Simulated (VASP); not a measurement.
Level of theory: PBE GGA, VASP's PBE PAW potentials (set 64) (plane waves; VASP).

The input files of a VASP run:

**INCAR**
```
! general
SYSTEM  =PW
PREC    =Accurate
ENCUT   =400
LREAL   =.FALSE.
LASPH   =.TRUE.
KSPACING=0.16
KGAMMA  =.TRUE.

! electronic loop
EDIFF   =1E-6
NELM    =100
ALGO    =Normal
LMAXMIX =6

! smearing
ISMEAR  =0
SIGMA   =0.05

! functional
GGA     =PE

! ions
ISIF    =2

! output
LWAVE   =.FALSE.
LCHARG  =.FALSE.
```

File POSCAR:
```
PW
5.4166360
  0.3539298192  -0.9352720028   0.0000000000
  0.3539298192   0.9352720028   0.0000000000
  0.0000000000   0.0000000000   0.6974965643
P W
2 2
Cartesian
  0.3539298192  -0.1197148164   0.1743741411
  0.3539298192   0.1197148164   0.5231224232
  0.3539298192  -0.6635754860   0.1743741411
  0.3539298192   0.6635754860   0.5231224232
```

POTCAR, in this order: P W_sv (PBE.64 set). Program: vasp_std.

The run wrote:

OSZICAR:
```
       N       E                     dE             d eps       ncg     rms          rms(c)
DAV:   1     0.321606985704E+03    0.32161E+03   -0.19549E+04 11224   0.141E+03
DAV:   2    -0.170878114883E+02   -0.33869E+03   -0.33431E+03 11055   0.422E+02
DAV:   3    -0.337331809165E+02   -0.16645E+02   -0.16248E+02 13482   0.818E+01
DAV:   4    -0.342055346454E+02   -0.47235E+00   -0.46531E+00 12421   0.128E+01
DAV:   5    -0.342233378461E+02   -0.17803E-01   -0.17686E-01 13843   0.205E+00    0.186E+01
DAV:   6    -0.319074336442E+02    0.23159E+01   -0.27700E+01 12833   0.239E+01    0.554E+00
DAV:   7    -0.315432236757E+02    0.36421E+00   -0.31675E+00 12310   0.758E+00    0.390E+00
DAV:   8    -0.315103227809E+02    0.32901E-01   -0.24821E-01 12420   0.275E+00    0.501E-01
DAV:   9    -0.315082846859E+02    0.20381E-02   -0.20021E-02 15367   0.623E-01    0.213E-01
DAV:  10    -0.315082302316E+02    0.54454E-04   -0.14661E-03 12902   0.318E-01    0.760E-02
DAV:  11    -0.315082666532E+02   -0.36422E-04   -0.19713E-04 15424   0.885E-02    0.185E-02
DAV:  12    -0.315082630090E+02    0.36441E-05   -0.27457E-05 11433   0.213E-02    0.593E-03
DAV:  13    -0.315082625016E+02    0.50741E-06   -0.19376E-06  9541   0.935E-03
   1 F= -.31508263E+02 E0= -.31504830E+02  d E =-.686559E-02
```

OUTCAR:
```
------------------------ aborting loop because EDIFF is reached ----------------------------------------
  FORCE on cell =-STRESS in cart. coord.  units (eV):
  Direction    XX          YY          ZZ          XY          YZ          ZX
  --------------------------------------------------------------------------------------
  Total      -16.3681326    -14.1356994     -8.6571622      0.0000000     -0.0000000      0.0000000
  in kB     -357.3498508   -308.6112629   -189.0035768      0.0000000     -0.0000000      0.0000000
  external PRESSURE =    -284.9882302 kB  Pullay stress =       0.0000000 kB
  volume of cell :       73.39
      direct lattice vectors                 reciprocal lattice vectors
     1.917109000 -5.066028000  0.000000000     0.260809375 -0.098696651  0.000000000
     1.917109000  5.066028000  0.000000000     0.260809375  0.098696651  0.000000000
     0.000000000  0.000000000  3.778085000     0.000000000  0.000000000  0.264684357
 POSITION                                       TOTAL-FORCE (eV/Angst)
 -----------------------------------------------------------------------------------
      1.91711     -0.64845      0.94452         0.000000     -2.617532      0.000000
      1.91711      0.64845      2.83356         0.000000      2.617532      0.000000
      1.91711     -3.59435      0.94452         0.000000     -0.428710     -0.000000
      1.91711      3.59435      2.83356         0.000000      0.428710     -0.000000
 -----------------------------------------------------------------------------------
    total drift:                                0.000000     -0.000000     -0.000000
  FREE ENERGIE OF THE ION-ELECTRON SYSTEM (eV)
  ---------------------------------------------------
  free  energy   TOTEN  =       -31.5082625016 eV

  energy  without entropy=      -31.5013969072  energy(sigma->0) =      -31.50482970
```
(Selected blocks of OUTCAR.)

The structure was generated: PW was put into the CrB type (Cmcm), which need not be its known phase. The cell was not relaxed at this level. The run is one of a series of settings (KGAMMA = .TRUE., KSPACING = 0.16, KPOINTS file removed against the base run), some of them coarse on purpose.
